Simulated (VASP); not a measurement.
Calculation: LDA (Ceperley-Alder, Perdew-Zunger), VASP's LDA PAW potentials (set 64) (plane waves; VASP).

Input for VASP

INCAR:
```
SYSTEM = AlN
PREC = Accurate
ENCUT = 520
EDIFF = 1E-8
NELM = 100
ALGO = Normal
LREAL = .FALSE.
LASPH = .TRUE.
ISMEAR = 0
SIGMA = 0.01
LWAVE = .FALSE.
LCHARG = .FALSE.
IBRION = 8
NSW = 1
LEPSILON = .TRUE.
```

KPOINTS:
```
Automatic mesh
0
Gamma
10 10 10
0 0 0
```

### POSCAR
```
AlN
1
    0.0000000000     2.1733895804     2.1733895804
    2.1733895804     0.0000000000     2.1733895804
    2.1733895804     2.1733895804     0.0000000000
Al N
1 1
Direct
  0.0000000000   0.0000000000   0.0000000000
  0.2500000000   0.2500000000   0.2500000000
```

POTCAR, in this order: Al N (LDA.64 set). Program: vasp_std.

What VASP printed:

File OUTCAR:
```


 HEAD OF MICROSCOPIC STATIC DIELECTRIC TENSOR (INDEPENDENT PARTICLE, excluding Hartree and local field effects)
 ------------------------------------------------------
           4.771721    -0.000000    -0.000000
           0.000000     4.771721    -0.000000
          -0.000000     0.000000     4.771721
 ------------------------------------------------------

 MACROSCOPIC STATIC DIELECTRIC TENSOR (including local field effects in DFT)
 ------------------------------------------------------
           4.546097     0.000000    -0.000000
          -0.000000     4.546097    -0.000000
          -0.000000     0.000000     4.546097
 ------------------------------------------------------

 PIEZOELECTRIC TENSOR (including local field effects)  for field in x, y, z        (e  Angst)
          XX          YY          ZZ          XY          YZ          ZX
  --------------------------------------------------------------------------------
  x     0.00000     0.00000     0.00000     0.00000    -0.78184     0.00000
  y    -0.00000     0.00000    -0.00000     0.00000     0.00000    -0.78184
  z    -0.00000    -0.00000    -0.00000    -0.78184     0.00000     0.00000

 PIEZOELECTRIC TENSOR (including local field effects)  for field in x, y, z        (C/m^2)
          XX          YY          ZZ          XY          YZ          ZX
  --------------------------------------------------------------------------------
  x     0.00000     0.00000     0.00000     0.00000    -0.61008     0.00000
  y    -0.00000     0.00000    -0.00000     0.00000     0.00000    -0.61008
  z    -0.00000    -0.00000    -0.00000    -0.61008     0.00000     0.00000

 BORN EFFECTIVE CHARGES (including local field effects) (in |e|, cummulative output)
 ---------------------------------------------------------------------------------
 ion    1
    1     2.53025    -0.00000    -0.00000
    2     0.00000     2.53025     0.00000
    3     0.00000     0.00000     2.53025
 ion    2
    1    -2.53025     0.00000     0.00000
    2    -0.00000    -2.53025     0.00000
    3    -0.00000    -0.00000    -2.53025

   1 f  =   20.011927 THz   125.738644 2PiTHz  667.526026 cm-1    82.762642 meV

   2 f  =   20.011927 THz   125.738644 2PiTHz  667.526026 cm-1    82.762642 meV

   3 f  =   20.011927 THz   125.738644 2PiTHz  667.526026 cm-1    82.762642 meV

   4 f/i=    0.000777 THz     0.004881 2PiTHz    0.025910 cm-1     0.003212 meV

   5 f/i=    0.000777 THz     0.004881 2PiTHz    0.025910 cm-1     0.003212 meV

   6 f/i=    0.000777 THz     0.004881 2PiTHz    0.025910 cm-1     0.003212 meV

 MACROSCOPIC STATIC DIELECTRIC TENSOR IONIC CONTRIBUTION
 ------------------------------------------------------
           3.735606     0.000000    -0.000000
           0.000000     3.735606     0.000000
          -0.000000     0.000000     3.735606
 ------------------------------------------------------

 ELASTIC MODULI CONTR FROM IONIC RELAXATION (kBar)
 Direction    XX          YY          ZZ          XY          YZ          ZX
 --------------------------------------------------------------------------------
 XX          -0.0000     -0.0000     -0.0000      0.0000      0.0000     -0.0000
 YY          -0.0000     -0.0000     -0.0000      0.0000      0.0000      0.0000
 ZZ          -0.0000     -0.0000     -0.0000      0.0000      0.0000     -0.0000
 XY           0.0000      0.0000      0.0000   -437.3303      0.0000      0.0000
 YZ           0.0000      0.0000      0.0000      0.0000   -437.3303      0.0000
 ZX          -0.0000      0.0000     -0.0000      0.0000      0.0000   -437.3303
 --------------------------------------------------------------------------------

 PIEZOELECTRIC TENSOR IONIC CONTR  for field in x, y, z        (C/m^2)
          XX          YY          ZZ          XY          YZ          ZX
  --------------------------------------------------------------------------------
  x     0.00000    -0.00000    -0.00000    -0.00000     1.20270    -0.00000
  y     0.00000    -0.00000     0.00000     0.00000     0.00000     1.20270
  z    -0.00000    -0.00000     0.00000     1.20270     0.00000     0.00000
```
(Selected blocks of OUTCAR.)

The compound is AlN in the zinc blende structure, a metastable form; wurtzite is the usual one. It was relaxed first.
